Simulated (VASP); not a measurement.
Data:

```
Tb
1.0
    1.80000    -3.11769     0.00000
    1.80000     3.11769     0.00000
    0.00000     0.00000     5.69000
Tb
2
Cartesian
  1.80000   1.03923   1.42250
  1.80000  -1.03923   4.26750
```
Cell charge -0.02.

These are PBE GGA, VASP's PBE PAW potentials (set 64) (plane waves; VASP 6.6.1) values and carry that method's errors. Numerical set-up: NELECT = 18.02, 400 eV cut-off, 11×11×6 Γ-centred mesh, Gaussian smearing of 0.050 eV, potentials Tb_3.

The 4f electrons are frozen in the core of the lanthanide potential, so 4f levels, which can set the real gap, and their magnetism are missing. The cell is charged, with a uniform compensating background.

Problem. Give the stress tensor in GPa (positive for a compressed cell).

Solution. 
```
1.04  0.00  0.00
0.00  1.04  0.00
0.00  0.00  0.42
```
The pressure is its mean diagonal, 0.83 GPa.

The compound is Tb in the hcp structure. The cell was not relaxed at this level. The run is one of a series of settings (ISMEAR = 0, NELECT = 18.02, SIGMA = 0.05 against the base run), some of them coarse on purpose.
